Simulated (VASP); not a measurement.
# BiN (Fm-3m) in VASP: further runs

The runs below take BiN through single point, with PBE.

All numbers are computed with VASP 6.6.1; they aren't measurements. Logs are shortened: lines on timing, memory, paths and dates and some standing lists are left out, and cuts for length are marked.

## Step 1: The crystal as given

It takes space group Fm-3m (No. 225, cubic). Conventional cell: a = 5.060 Å, b = 5.060 Å, c = 5.060 Å, α = 90.00°, β = 90.00°, γ = 90.00°. Bi (site symmetry m-3m) has 6 N at 2.53 Å as nearest neighbours. Around N (site symmetry m-3m) lie 6 Bi at 2.53 Å.

The cell comes from a database or a generator and needn't be the stable form of this composition.

## Step 2: Single point, PBE

The input, INCAR:

```
SYSTEM = BiN
ALGO = Normal ; EDIFF = 1E-6
ENCUT = 520 ; GGA = PE
ISIF = 2 ; ISMEAR = 0
LASPH = .True. ; LCHARG = .True.
LELF = .True. ; LREAL = .False.
LVHAR = .True. ; LWAVE = .False.
NBANDS = 17 ; NELM = 80
PREC = Accurate ; SIGMA = 0.05
```

The input, KPOINTS:

```
k-points
0
Gamma
  6 6 6
  0 0 0
```

The input, POSCAR:

```
BiN
1.0
    0.0000000000      2.5300000000      2.5300000000
    2.5300000000      0.0000000000      2.5300000000
    2.5300000000      2.5300000000      0.0000000000
Bi N
1 1
Direct
    0.0000000000      0.0000000000      0.0000000000
    0.5000000000      0.5000000000      0.5000000000
```

Potentials or basis: VASP PAW PBE potentials, release 64 (Bi_d, N).

On the command line:

```sh
> cat potpaw_PBE.64/Bi_d/POTCAR potpaw_PBE.64/N/POTCAR > POTCAR
> mpirun -np 1 vasp_std > vasp.out
```

OUTCAR:

```text
SYSTEM = BiN
   EDIFF = 1E-6
   ENCUT = 520
   GGA = PE
   ISIF = 2
   ISMEAR = 0
   LASPH = .True.
   LREAL = .False.
   NELM = 80
   PREC = Accurate

 ion  position               nearest neighbor table
   1  0.000  0.000  0.000-   2 2.53   2 2.53   2 2.53   2 2.53   2 2.53   2 2.53
   2  0.500  0.500  0.500-   1 2.53   1 2.53   1 2.53   1 2.53   1 2.53   1 2.53

  LATTYP: Found a face centered cubic cell.
 ALAT       =     5.0600000000

  Lattice vectors:

 A1 = (   0.0000000000,   2.5300000000,   2.5300000000)
 A2 = (   2.5300000000,   0.0000000000,   2.5300000000)
 A3 = (   2.5300000000,   2.5300000000,   0.0000000000)

Analysis of symmetry for initial positions (statically):
=====================================================================
 Subroutine PRICEL returns:
 Original cell was already a primitive cell.

 Routine SETGRP: Setting up the symmetry group for a
 face centered cubic supercell.

 Subroutine GETGRP returns: Found 48 space group operations
 (whereof 48 operations were pure point group operations)
 out of a pool of 48 trial point group operations.

The static configuration has the point symmetry O_h .

Analysis of symmetry for dynamics (positions and initial velocities):
=====================================================================
 Subroutine PRICEL returns:
 Original cell was already a primitive cell.

 Routine SETGRP: Setting up the symmetry group for a
 face centered cubic supercell.

 Subroutine GETGRP returns: Found 48 space group operations
 (whereof 48 operations were pure point group operations)
 out of a pool of 48 trial point group operations.

The dynamic configuration has the point symmetry O_h .

 Subroutine INISYM returns: Found 48 space group operations
 (whereof 48 operations are pure point group operations),
 and found     1 'primitive' translations

----------------------------------------------------------------------------------------

                                     Primitive cell

  volume of cell :      32.3886

  direct lattice vectors                    reciprocal lattice vectors
     0.000000000  2.530000000  2.530000000    -0.197628458  0.197628458  0.197628458
     2.530000000  0.000000000  2.530000000     0.197628458 -0.197628458  0.197628458
     2.530000000  2.530000000  0.000000000     0.197628458  0.197628458 -0.197628458

  length of vectors
     3.577960313  3.577960313  3.577960313     0.342302531  0.342302531  0.342302531

  position of ions in fractional coordinates (direct lattice)
     0.000000000  0.000000000  0.000000000
     0.500000000  0.500000000  0.500000000

  ion indices of the primitive-cell ions
   primitive index   ion index
                 1           1
                 2           2

----------------------------------------------------------------------------------------

 KPOINTS: k-points

Automatic generation of k-mesh.
 Grid dimensions read from file:
 generate k-points for:    6    6    6

 Generating k-lattice:

  Cartesian coordinates                     Fractional coordinates (reciprocal lattice)
    -0.032938076  0.032938076  0.032938076     0.166666667  0.000000000  0.000000000
     0.032938076 -0.032938076  0.032938076     0.000000000  0.166666667  0.000000000
     0.032938076  0.032938076 -0.032938076     0.000000000  0.000000000  0.166666667

  Length of vectors
     0.057050422  0.057050422  0.057050422

  Shift w.r.t. Gamma in fractional coordinates (k-lattice)
     0.000000000  0.000000000  0.000000000

 Subroutine IBZKPT returns following result:
 ===========================================

 Found     16 irreducible k-points:

 Following reciprocal coordinates:
            Coordinates               Weight
  0.000000  0.000000  0.000000      1.000000
  0.166667  0.000000  0.000000      8.000000
  0.333333  0.000000  0.000000      8.000000
  0.500000  0.000000  0.000000      4.000000
  0.166667  0.166667  0.000000      6.000000
  0.333333  0.166667  0.000000     24.000000
[... 8 lines left out ...]
 -0.333333  0.333333  0.166667     24.000000
 -0.333333  0.500000  0.166667     12.000000
   k-points           NKPTS =     16   k-points in BZ     NKDIM =     16   number of bands    NBANDS=     17
   number of dos      NEDOS =    301   number of ions     NIONS =      2
   total plane-waves  NPLWV =  21952
   dimension x,y,z NGX =    28 NGY =   28 NGZ =   28
   dimension x,y,z NGXF=    56 NGYF=   56 NGZF=   56
   ions per type =               1   1
   NGX,Y,Z   is equivalent  to a cutoff of  13.01, 13.01, 13.01 a.u.
   NGXF,Y,Z  is equivalent  to a cutoff of  26.02, 26.02, 26.02 a.u.
 SYSTEM =  BiN
   PREC   = accura    normal or accurate (medium, high low for compatibility)
   ISTART =      0    job   : 0-new  1-cont  2-samecut
   ICHARG =      2    charge: 1-file 2-atom 10-const
   ISPIN  =      1    spin polarized calculation?
   LNONCOLLINEAR =      F non collinear calculations
   LSORBIT =      F    spin-orbit coupling
   LASPH  =      T    aspherical Exc in radial PAW
   ENCUT  =  520.0 eV  38.22 Ry    6.18 a.u.   6.65  6.65  6.65*2*pi/ulx,y,z
   NELM   =     80;   NELMIN=  2; NELMDL= -5     # of ELM steps
   EDIFF  = 0.1E-05   stopping-criterion for ELM
   LREAL  =      F    real-space projection
[... 7 lines left out ...]
   TEBEG  =    0.0;   TEEND  =   0.0 temperature during run
   PSTRESS=    0.0 pullay stress
   NELECT =      20.0000    total number of electrons
   NUPDOWN=      -1.0000    fix difference up-down
   EMIN   =  10.00;   EMAX   =-10.00  energy-range for DOS
   EFERMI =   0.00;   METHOD = LEGACY
   ISMEAR =     0;   SIGMA  =   0.05  broadening in eV -4-tet -1-fermi 0-gaus
   EFERMI_NEDOS =   21; number of points for ismear=-14 and -15
   IALGO  =     38    algorithm
   IMIX   =      4    mixing-type and parameters
     AMIX     =   0.40;   BMIX     =  1.00
     AMIX_MAG =   1.60;   BMIX_MAG =  1.00
  volume/ion in A,a.u.               =      16.19       109.28
  Fermi-wavevector in a.u.,A,eV,Ry     =   1.394080  2.634429 26.442359  1.943459
  Thomas-Fermi vector in A             =   2.517664
   LORBIT       =      0    0 simple, 1 ext, 2 COOP (PROOUT), +10 PAW based schemes
   GGA     = PE    functional components
   LHFCALC =     F    Hartree Fock is set to
   AEXX    =    0.0000 exact exchange contribution
   IVDW    =     0    specifies the selected vdW correction
   LEPSILON=     F    determine dielectric tensor
   LRPA    =     F    only Hartree local field effects (RPA)
 non-spin polarized calculation
 Gauss-broadening in eV      SIGMA  =   0.05
  energy-cutoff  :      520.00
  volume of cell :       32.39
 maximum number of plane-waves:       893
 NGX is ok and might be reduce to    28
   NGX = 13   NGY = 13   NGZ = 13

 number of electron      19.9999995 magnetization

 Free energy of the ion-electron system (eV)
  ---------------------------------------------------
  ext. energy  EPLUGINS =         0.00000000
  ---------------------------------------------------
  free energy    TOTEN  =       -10.70217663 eV

  energy without entropy =      -10.70217663  energy(sigma->0) =      -10.70217663

 E-fermi :   9.2844     XC(G=0): -11.4857

 val. band max:        9.0325083819   @ k =  -0.3333   0.1667   0.0000
 cond. band min:      10.0875498375   @ k =  -0.3333   0.1667   0.0000
 fundamental gap:      1.0550414555
 Fermi energy:         9.2843831814

 k-point     1 :       0.0000    0.0000    0.0000
  band No.  band energies     occupation
      1     -13.6608      2.00000
      2     -13.6608      2.00000
      3     -13.6608      2.00000
      4     -13.5666      2.00000
      5     -13.5666      2.00000
      6      -7.3815      2.00000
[... 9 lines left out ...]
     16      19.0384      0.00000
     17      19.0384      0.00000

 k-point     2 :       0.1667    0.0000    0.0000
  band No.  band energies     occupation
      1     -13.6587      2.00000
      2     -13.6457      2.00000
      3     -13.6457      2.00000
      4     -13.5690      2.00000
      5     -13.5690      2.00000
      6      -6.9637      2.00000
[... 9 lines left out ...]
     16      19.8991      0.00000
     17      22.2738      0.00000

 k-point     3 :       0.3333    0.0000    0.0000
  band No.  band energies     occupation
      1     -13.6566      2.00000
      2     -13.6452      2.00000
      3     -13.6452      2.00000
      4     -13.5438      2.00000
      5     -13.5438      2.00000
      6      -5.7938      2.00000
[... 9 lines left out ...]
     16      21.7286      0.00000
     17      23.9580      0.00000

 k-point     4 :       0.5000    0.0000    0.0000
  band No.  band energies     occupation
      1     -13.6565      2.00000
      2     -13.6544      2.00000
      3     -13.6544      2.00000
      4     -13.5213      2.00000
      5     -13.5213      2.00000
      6      -4.6876      2.00000
[... 9 lines left out ...]
     16      24.1257      0.00000
     17      24.1257      0.00000

 k-point     5 :       0.1667    0.1667    0.0000
  band No.  band energies     occupation
      1     -13.6774      2.00000
      2     -13.6254      2.00000
      3     -13.6254      2.00000
      4     -13.6033      2.00000
      5     -13.5513      2.00000
      6      -6.8201      2.00000
[... 9 lines left out ...]
     16      21.6426      0.00000
     17      22.5105      0.00000

 k-point     6 :       0.3333    0.1667    0.0000
  band No.  band energies     occupation
      1     -13.6784      2.00000
      2     -13.6411      2.00000
      3     -13.6074      2.00000
      4     -13.5877      2.00000
      5     -13.5304      2.00000
      6      -5.8926      2.00000
[... 9 lines left out ...]
     16      23.3338      0.00000
     17      24.7279      0.00000
[... 121 lines left out ...]
 k-point    13 :       0.5000    0.5000    0.0000
  band No.  band energies     occupation
      1     -13.7628      2.00000
      2     -13.7271      2.00000
      3     -13.5132      2.00000
      4     -13.5132      2.00000
      5     -13.5055      2.00000
      6      -4.0736      2.00000
[... 9 lines left out ...]
     16      25.8318      0.00000
     17      28.0051      0.00000

 k-point    14 :       0.5000    0.3333    0.1667
  band No.  band energies     occupation
      1     -13.6736      2.00000
      2     -13.6660      2.00000
      3     -13.5980      2.00000
      4     -13.5534      2.00000
      5     -13.5322      2.00000
      6      -4.8646      2.00000
[... 9 lines left out ...]
     16      24.0566      0.00000
     17      24.3707      0.00000

 k-point    15 :      -0.3333    0.3333    0.1667
  band No.  band energies     occupation
      1     -13.6865      2.00000
      2     -13.6331      2.00000
      3     -13.6000      2.00000
      4     -13.5671      2.00000
      5     -13.5260      2.00000
      6      -4.0673      2.00000
[... 9 lines left out ...]
     16      24.4230      0.00000
     17      25.7168      0.00000

 k-point    16 :      -0.3333    0.5000    0.1667
  band No.  band energies     occupation
      1     -13.7182      2.00000
      2     -13.6763      2.00000
      3     -13.5694      2.00000
      4     -13.5384      2.00000
      5     -13.5132      2.00000
      6      -3.8964      2.00000
[... 9 lines left out ...]
     16      25.6086      0.00000
     17      26.9706      0.00000

------------------------ aborting loop because EDIFF is reached ----------------------------------------

  FORCE on cell =-STRESS in cart. coord.  units (eV):
  Direction    XX          YY          ZZ          XY          YZ          ZX
  --------------------------------------------------------------------------------------
  -------------------------------------------------------------------------------------
  Total        1.3808187      1.3808187      1.3808187     -0.0000000     -0.0000000     -0.0000000
  in kB       68.3054990     68.3054990     68.3054990     -0.0000000     -0.0000000     -0.0000000
  external PRESSURE =      68.3054990 kB  Pullay stress =       0.0000000 kB

 VOLUME and BASIS-vectors are now :
 -----------------------------------------------------------------------------
  energy-cutoff  :      520.00
  volume of cell :       32.39
      direct lattice vectors                 reciprocal lattice vectors
     0.000000000  2.530000000  2.530000000    -0.197628458  0.197628458  0.197628458
     2.530000000  0.000000000  2.530000000     0.197628458 -0.197628458  0.197628458
     2.530000000  2.530000000  0.000000000     0.197628458  0.197628458 -0.197628458

 POSITION                                       TOTAL-FORCE (eV/Angst)
 -----------------------------------------------------------------------------------
      0.00000      0.00000      0.00000         0.000000      0.000000      0.000000
      2.53000      2.53000      2.53000        -0.000000     -0.000000     -0.000000
 -----------------------------------------------------------------------------------
    total drift:                                0.000000      0.000000      0.000000

  FREE ENERGIE OF THE ION-ELECTRON SYSTEM (eV)
  ---------------------------------------------------
  free  energy   TOTEN  =       -10.7021766273 eV

  energy  without entropy=      -10.7021766273  energy(sigma->0) =      -10.70217663
```

Run time: 15 s. Hardware: 1 thread of Intel Xeon Platinum 8375C at 2.90GHz (Ice Lake), shared host; peak memory 0.15 GiB.

Results:

| Item | Value |
| --- | --- |
| Free energy | -10.7022 eV |
| Pressure | 6.8 GPa |
| Band gap on the k mesh | 1.05 eV, direct |

Caveat: spin-orbit coupling is left out, which as a rule narrows the gap of such compounds by several tenths of an eV. A k mesh can miss the band edges.

(Continued in part 2 of 2.)
